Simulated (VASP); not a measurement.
A convergence study with VASP on Cs (bcc): one setting is varied, all else stays as given below, so the limit is that of these other settings.

```
CELL_PARAMETERS angstrom
     -3.05000     3.05000     3.05000
      3.05000    -3.05000     3.05000
      3.05000     3.05000    -3.05000
ATOMIC_POSITIONS crystal
  Cs 0.00000 0.00000 0.00000
```

Level of theory: PBE GGA, VASP's PBE PAW potentials (set 64) (plane waves; VASP). The tightest run used: 550 eV cut-off, 18×18×18 Γ-centred mesh, tetrahedra with Blöchl corrections, potentials Cs_sv.

The reference is 18×18×18 mesh, which took about 2 core-minutes. Costs are core time on shared hosts, one run each; read them as rough ratios.

### Question
Of the settings 3×3×3 mesh; 4×4×4 mesh; 5×5×5 mesh; 6×6×6 mesh; 7×7×7 mesh; 8×8×8 mesh; 9×9×9 mesh; 10×10×10 mesh; 11×11×11 mesh; 12×12×12 mesh; 13×13×13 mesh; 14×14×14 mesh; 15×15×15 mesh; 16×16×16 mesh; 17×17×17 mesh; 18×18×18 mesh, which is the lowest that keeps the difference from the reference in E (eV/atom) within 0.01 from there on, and what does it cost?

### Answer
5×5×5 mesh; its cost over the reference is about 1/8.
```
setting        difference in E (eV/atom)  cost over the reference
-------------  -------------------------  -----------------------
3×3×3 mesh                        0.0508               about 1/10
4×4×4 mesh                        0.0220                about 1/8
5×5×5 mesh                        0.0069                about 1/8
6×6×6 mesh                        0.0045                about 1/6
7×7×7 mesh                        0.0014                about 1/7
8×8×8 mesh                        0.0015                about 1/5
9×9×9 mesh                        0.0005                about 1/4
10×10×10 mesh                     0.0005                about 1/4
11×11×11 mesh                     0.0003                about 1/4
12×12×12 mesh                     0.0001                about 1/2
13×13×13 mesh                     0.0001                about 1/2
14×14×14 mesh                     0.0001     within a factor of 2
15×15×15 mesh                     0.0000     within a factor of 2
16×16×16 mesh                     0.0000     within a factor of 2
17×17×17 mesh                     0.0000     within a factor of 2
18×18×18 mesh                     0.0000                reference
```

Left out are rungs that failed or repeat a setting and relaxations that didn't move; long series are thinned to 24 rows.

The compound is Cs in the bcc structure. The cell was not relaxed at this level.
